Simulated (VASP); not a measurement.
Data:

```xyz
6
Lattice="3.4732 0.0000 0.0000 0.0000 10.4524 0.0000 0.0000 0.0000 3.4105" Properties=species:S:1:pos:R:3 pbc="T T T"
Pt     0.0000     0.0000     1.7053
Pt     1.7366     5.2262     0.0000
Cl     3.0927     8.9818     0.0000
Cl     0.3805     1.4706     0.0000
Cl     1.3561     6.6968     1.7053
Cl     2.1171     3.7556     1.7053
```

Level of theory: LDA (Ceperley-Alder, Perdew-Zunger), VASP's LDA PAW potentials (set 64) (plane waves; VASP). Run with 400 eV cut-off, 7×3×7 Γ-centred mesh, tetrahedra with Blöchl corrections, potentials Pt Cl.

The cores are frozen, which limits the accuracy of field gradients.

Problem. Give the principal components of the electric field gradient (V/Å²) and the asymmetry η at each nucleus.

Solution. 
```json
[
 {"atom": "Pt1", "Vxx": "80.8", "Vyy": "42.5", "Vzz": "-123.2", "η": "0.31"},
 {"atom": "Pt2", "Vxx": "80.8", "Vyy": "42.5", "Vzz": "-123.2", "η": "0.31"},
 {"atom": "Cl3", "Vxx": "158.0", "Vyy": "67.7", "Vzz": "-225.7", "η": "0.40"},
 {"atom": "Cl4", "Vxx": "158.0", "Vyy": "67.7", "Vzz": "-225.7", "η": "0.40"},
 {"atom": "Cl5", "Vxx": "158.0", "Vyy": "67.7", "Vzz": "-225.7", "η": "0.40"},
 {"atom": "Cl6", "Vxx": "158.0", "Vyy": "67.7", "Vzz": "-225.7", "η": "0.40"}
]
```

The structure comes from a computed database's PtCl2 entry (Pnnm); how it stands against other phases isn't given here. It was relaxed first, which changed the volume by -14 %.
